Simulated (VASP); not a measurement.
Data:

```
CELL_PARAMETERS angstrom
      4.07633     0.00000     0.00000
      0.00000     4.07633     0.00000
      0.00000     0.00000     4.07633
ATOMIC_POSITIONS crystal
  Sc 0.00000 0.00000 0.00000
  Al 0.00000 0.50000 0.50000
  Al 0.50000 0.00000 0.50000
  Al 0.50000 0.50000 0.00000
```

Computed with revTPSS meta-GGA, VASP's PBE PAW potentials (set 64) (plane waves; VASP). Numerical set-up: 520 eV cut-off, 9×9×9 Γ-centred mesh, tetrahedra with Blöchl corrections, potentials Sc_sv Al.

**Question.** Give the energies of bands 5 to 13 at the high-symmetry points, in eV from the Fermi level.

**Answer.** 
```tsv
band	Γ	X	M	R
5	-10.09	-8.20	-6.79	-4.80
6	-2.62	-7.37	-5.65	-4.80
7	-2.62	-1.71	-5.65	-4.80
8	-1.81	-1.71	-4.40	-4.52
9	-1.81	-1.50	-0.51	-2.98
10	-1.81	1.02	-0.51	-2.98
11	1.20	1.02	1.21	-2.98
12	1.37	1.02	1.43	0.97
13	1.37	1.31	2.20	2.78
```

It has no gap at this level: it comes out as a metal or semimetal.

The compound is Al3Sc in the L1_2 structure. It was relaxed first.
